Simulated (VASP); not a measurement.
Here is the system:

```yaml
crystal:
  lattice:
    - [7.64209, 0.00000, 0.00000]
    - [0.00000, 3.62486, 0.00000]
    - [0.00000, 0.00000, 9.66226]
  atoms:
    - { symbol: W, position: [0.75035, 0.25000, 0.58753] }
    - { symbol: W, position: [0.25035, 0.25000, 0.91247] }
    - { symbol: W, position: [0.24965, 0.75000, 0.41247] }
    - { symbol: W, position: [0.74965, 0.75000, 0.08753] }
    - { symbol: Te, position: [0.62508, 0.25000, 0.89417] }
    - { symbol: Te, position: [0.12508, 0.25000, 0.60583] }
    - { symbol: Te, position: [0.37492, 0.75000, 0.10583] }
    - { symbol: Te, position: [0.87492, 0.75000, 0.39417] }
    - { symbol: Te, position: [0.51059, 0.25000, 0.36384] }
    - { symbol: Te, position: [0.01059, 0.25000, 0.13616] }
    - { symbol: Te, position: [0.48941, 0.75000, 0.63616] }
    - { symbol: Te, position: [0.98941, 0.75000, 0.86384] }
```

Level of theory: PBEsol GGA, VASP's PBE PAW potentials (set 64) (plane waves; VASP). Settings: 400 eV cut-off, 5×10×4 Γ-centred mesh, tetrahedra with Blöchl corrections, potentials W_sv Te.

The cores are frozen, which limits the accuracy of field gradients.

**Question.** Give the principal components of the electric field gradient (V/Å²) and the asymmetry η at each nucleus.

**Answer.** 
| atom | Vxx | Vyy | Vzz | η |
|---|---|---|---|---|
| W1 | 93.9 | 28.6 | -122.5 | 0.53 |
| W2 | 93.9 | 28.6 | -122.5 | 0.53 |
| W3 | 93.9 | 28.6 | -122.5 | 0.53 |
| W4 | 93.9 | 28.6 | -122.5 | 0.53 |
| Te5 | -29.6 | -19.2 | 48.8 | 0.21 |
| Te6 | -29.6 | -19.2 | 48.8 | 0.21 |
| Te7 | -29.6 | -19.2 | 48.8 | 0.21 |
| Te8 | -29.6 | -19.2 | 48.8 | 0.21 |
| Te9 | 111.6 | 9.3 | -120.9 | 0.85 |
| Te10 | 111.6 | 9.3 | -120.9 | 0.85 |
| Te11 | 111.6 | 9.3 | -120.9 | 0.85 |
| Te12 | 111.6 | 9.3 | -120.9 | 0.85 |

The structure was generated: Te2W was put into the cotunnite type (Pnma), which need not be its known phase. It was relaxed first, which changed the volume by -26 %.
